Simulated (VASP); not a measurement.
All values below come from PBE GGA with D3 dispersion (Becke-Johnson damping), VASP's PBE PAW potentials (set 64) (plane waves; VASP).

VASP input:

### INCAR
```
! general
SYSTEM  = PtS2 monolayer
PREC    = Normal
ENCUT   = 400
LREAL   = F
LASPH   = T

! electronic loop
EDIFF   = 1E-5
NELM    = 100
NELMIN  = 4
ALGO    = Normal
LMAXMIX = 6

! smearing
ISMEAR  = 0
SIGMA   = 0.05

! functional
GGA     = PE
IVDW    = 12

! ions
IBRION  = 2
NSW     = 50
ISIF    = 4
EDIFFG  = -0.03

! output
LWAVE   = T
LCHARG  = F
```

### KPOINTS
```
Automatic mesh
0
Gamma
12 12 1
0 0 0
```

POSCAR:
```
PtS2 monolayer
1.0
  3.5792346244   0.0000000000   0.0000000000
 -1.7896173122   3.0997081836   0.0000000000
  0.0000000000   0.0000000000  16.9842702981
S Pt
2 1
Cart
  1.7896191018   1.0332350280   7.4173535403
 -0.0000017896   2.0664731556   9.5669167578
  0.0000000000   0.0000000000   8.4921351491
```

POTCAR, in this order: S Pt (PBE.64 set). Program: vasp_std.

Predict the energy per atom (σ→0), dispersion energy.

| Property | Value |
|---|---|
| energy per atom (σ→0) | -5.427 eV/atom |
| dispersion energy | -0.830 eV |

OSZICAR:
```
...
DAV:   4    -0.154519995702E+02   -0.16985E-06   -0.30404E-06   467   0.109E-02
  11 F= -.16281525E+02 E0= -.16281525E+02  d E =-.214594E-02
       N       E                     dE             d eps       ncg     rms          rms(c)
DAV:   1    -0.154513931082E+02    0.60629E-03   -0.33165E-02   570   0.107E+00    0.148E-01
DAV:   2    -0.154515315645E+02   -0.13846E-03   -0.15298E-03   717   0.265E-01    0.571E-02
DAV:   3    -0.154515289913E+02    0.25732E-05   -0.22373E-05   628   0.392E-02    0.335E-02
DAV:   4    -0.154515322829E+02   -0.32916E-05   -0.21298E-05   600   0.322E-02
  12 F= -.16281811E+02 E0= -.16281811E+02  d E =-.286697E-03
```

The cell is a sheet with vacuum, built from PtS2 (1T layered).
